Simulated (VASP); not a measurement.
VASP input:

INCAR:
```
ISMEAR=0
SIGMA=0.05   ! width (eV)
PREC=Accurate
NELM=100   ! most electronic steps
LWAVE=.False.
LCHARG=.False.
GGA=PE   ! PBE
ISIF=2
LREAL=.False.   ! projection in real space or not
LASPH=.True.   ! aspherical one-centre terms
LMAXMIX=4   ! l cut-off of mixed one-centre charges
ENCUT=800   ! plane-wave cut-off (eV)
ALGO=Normal
SYSTEM=GaN
EDIFF=1E-6   ! SCF stop (eV)
```

### POSCAR
```
GaN
1
    1.5950000000    -2.7626210000     0.0000000000
    1.5950000000     2.7626210000     0.0000000000
    0.0000000000     0.0000000000     5.1900000000
Ga N
2 2
Direct
  0.6666670000   0.3333330000   0.5000000000
  0.3333330000   0.6666670000   0.0000000000
  0.6666670000   0.3333330000   0.8770000000
  0.3333330000   0.6666670000   0.3770000000
```

**KPOINTS**
```
Automatic mesh
0
Gamma
9 9 5
0 0 0
```

POTCAR, in this order: Ga_d N_h (PBE.64 set). Program: vasp_std.

**Question.** Write an equivalent input for Quantum ESPRESSO's pw.x.

**Answer.** One equivalent input (not run):
```
&CONTROL
  calculation = 'scf'
  pseudo_dir = './pseudo'
  outdir = './out'
  tprnfor = .true.
  tstress = .true.
/
&SYSTEM
  ibrav = 0
  nat = 4
  ntyp = 2
  ecutwfc = 84
  occupations = 'smearing'
  smearing = 'gaussian'
  degauss = 0.003675
  input_dft = 'pbe'
/
&ELECTRONS
  conv_thr = 7.3e-08
  electron_maxstep = 100
/
ATOMIC_SPECIES
  Ga 69.723 Ga.upf
  N 14.007 N.upf
CELL_PARAMETERS angstrom
     1.5950000   -2.7626210    0.0000000
     1.5950000    2.7626210    0.0000000
     0.0000000    0.0000000    5.1900000
ATOMIC_POSITIONS crystal
  Ga   0.6666670  0.3333330  0.5000000
  Ga   0.3333330  0.6666670  0.0000000
  N    0.6666670  0.3333330  0.8770000
  N    0.3333330  0.6666670  0.3770000
K_POINTS automatic
  9 9 5 0 0 0
```
Limits of the translation: the potentials are each code's own (VASP's PAW set, PseudoDojo norm-conserving files in pw.x), so ENCUT and ecutwfc are chosen apart and not converted; conv_thr bounds pw.x's estimated SCF error, while EDIFF bounds the energy change between steps.

The compound is GaN in the wurtzite structure. The cell was not relaxed at this level. The run is one of a series of settings (ENCUT = 800, POTCAR Ga_d N_h (PBE.64 set) against the base run), some of them coarse on purpose.
